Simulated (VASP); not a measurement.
Data:

```xyz
2
Lattice="1.4443 -2.5016 0.0000 1.4443 2.5016 0.0000 0.0000 0.0000 2.8223" Properties=species:S:1:pos:R:3 pbc="T T T"
W      0.0000     0.0000     0.0000
C      1.4443     0.8339     1.4112
```

All values below come from PBEsol GGA, VASP's PBE PAW potentials (set 64) (plane waves; VASP). Numerical set-up: 620 eV cut-off, 14×14×13 Γ-centred mesh, first-order Methfessel-Paxton smearing of 0.10 eV, potentials W_sv C.

The ions, cell shape and volume at an external pressure of 10.0 GPa are relaxed. Which structure does the run end with?

```xyz
2
Lattice="1.4383 -2.4913 0.0000 1.4383 2.4913 0.0000 0.0000 0.0000 2.8134" Properties=species:S:1:pos:R:3 pbc="T T T"
W      0.0000     0.0000     2.8134
C      1.4383     0.8304     1.4067
```
Space group P-6m2 (187), at a tolerance of 0.03 Å.

How do energy and volume change from the first to the last step?

The energy (σ→0) changes by +5.3 meV/atom and the volume by -1.1 %, in 7 ionic steps.

| step | E(σ→0) (eV) | max force (eV/Å) | pressure (GPa) | volume (Å³) |
|---|---|---|---|---|
| 1 | -23.8972 | 0.000 | 4.93 | 20.39 |
| 2 | -23.8054 | 0.000 | 27.28 | 19.46 |
| 3 | -23.8865 | 0.000 | 9.92 | 20.16 |
| 4 | -23.8863 | 0.000 | 9.95 | 20.16 |
| 5 | -23.8857 | 0.000 | 10.18 | 20.15 |
| 6 | -23.8874 | 0.000 | 9.51 | 20.18 |
| 7 | -23.8865 | 0.000 | 9.91 | 20.16 |

The compound is WC in the wc structure. This run relaxes it under an external pressure of 10 GPa. Symmetry was kept, so distortions that lower it aren't found.
